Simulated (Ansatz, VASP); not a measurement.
## Two plane-wave programs on P4C

```
P C
1.0
    -2.56329    2.56329    2.56329
     2.56329   -2.56329    2.56329
     2.56329    2.56329   -2.56329
P C
4 1
Cartesian
  1.2816 1.2816 -1.2816
  -1.2816 1.2816 1.2816
  1.2816 -1.2816 1.2816
  1.2816 1.2816 1.2816
  0.0000 0.0000 0.0000
```

Change from the starting cell: species swapped into the Hg4Pt type (Im-3m, No. 229).

Alike in both runs: functional PBE; k mesh 4 × 4 × 4; occupations gaussian, width 0.1 eV; collinear spin.

Ansatz relaxed the structure, and its values are those at the end. VASP's run is a single point on that final structure, the one shown.

```csv
,VASP,Ansatz
version,VASP 6.6.1,Ansatz 0.2.0
potentials or method,"VASP PAW PBE potentials, release 64 (P, C)","scalar-relativistic, plane waves, PAW"
plane-wave cutoff (eV),520,420
valence electrons in the cell,24,24
```

Ansatz gave:

| Item | Value |
| --- | --- |
| gap on the k mesh at the Fermi level (eV) | none |
| pressure (GPa) | 0.1 |
| net moment per atom (μB) | 0.00 |

**Question.** What did VASP give for the same quantities?

**Answer.** gap on the k mesh at the Fermi level (eV): none; pressure (GPa): 0.0; net moment per atom (μB): 0.00.

A gap of «none» marks a metal or a gap that the smearing closes. Ansatz warned: «seeded_moment_not_kept».

Caveats: the k mesh is coarse (spacing up to 0.43 Å⁻¹), so the values aren't converged.
